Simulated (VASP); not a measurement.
```
CELL_PARAMETERS angstrom
      5.66675    -0.00074    -0.00074
     -0.00074     5.66675    -0.00074
     -0.00074    -0.00074     5.66675
ATOMIC_POSITIONS crystal
  Si 0.00309 0.00309 0.00309
  Si 0.24691 0.24691 0.24691
  Ge 0.49674 0.49674 0.00329
  Ge 0.75326 0.75326 0.24671
  Ge 0.49674 0.00329 0.49674
  Ge 0.75326 0.24671 0.75326
  Ge 0.00329 0.49674 0.49674
  Ge 0.24671 0.75326 0.75326
```

All values below come from modified Becke-Johnson potential (mBJ), VASP's PBE PAW potentials (set 64) (plane waves; VASP). Settings: 400 eV cut-off, 4×4×4 Γ-centred mesh, Gaussian smearing of 0.050 eV, potentials Si Ge_d.

mBJ is a potential without an energy functional, so only the levels count.

Problem. Give the energies of bands 40 to 53 at the high-symmetry points, in eV from the valence-band maximum.

Solution. 
| band | Γ | T | H2 | L | S0 | F |
|---|---|---|---|---|---|---|
| 40 | -2.89 | -1.45 | -1.45 | -3.56 | -3.54 | -3.54 |
| 41 | -2.78 | -1.45 | -1.45 | -3.55 | -3.49 | -3.49 |
| 42 | -2.78 | -1.28 | -1.28 | -3.53 | -3.38 | -3.38 |
| 43 | -2.70 | -1.28 | -1.28 | -2.06 | -1.61 | -1.61 |
| 44 | -0.02 | -1.10 | -1.10 | -1.87 | -1.41 | -1.41 |
| 45 | -0.02 | -1.01 | -1.01 | -1.82 | -1.37 | -1.37 |
| 46 | 0.00 | -1.01 | -1.01 | -1.63 | -1.10 | -1.10 |
| 47 | 1.16 | 0.77 | 0.77 | 1.45 | 2.29 | 2.29 |
| 48 | 1.16 | 0.77 | 0.77 | 1.64 | 2.55 | 2.55 |
| 49 | 1.18 | 0.97 | 0.97 | 3.26 | 2.66 | 2.66 |
| 50 | 1.19 | 1.41 | 1.41 | 3.35 | 2.67 | 2.67 |
| 51 | 1.19 | 3.72 | 3.72 | 4.72 | 4.97 | 4.97 |
| 52 | 1.68 | 3.72 | 3.72 | 4.77 | 4.99 | 4.99 |
| 53 | 1.71 | 4.01 | 4.01 | 4.90 | 5.03 | 5.03 |

The gap is indirect, 0.77 eV, from the valence maximum at Γ to the conduction minimum at T.

The structure was generated: Ge6Si2 was put into an ordered model structure (R-3m), which need not be its known phase. It was relaxed first. The cell's shape comes from a PBE relaxation.
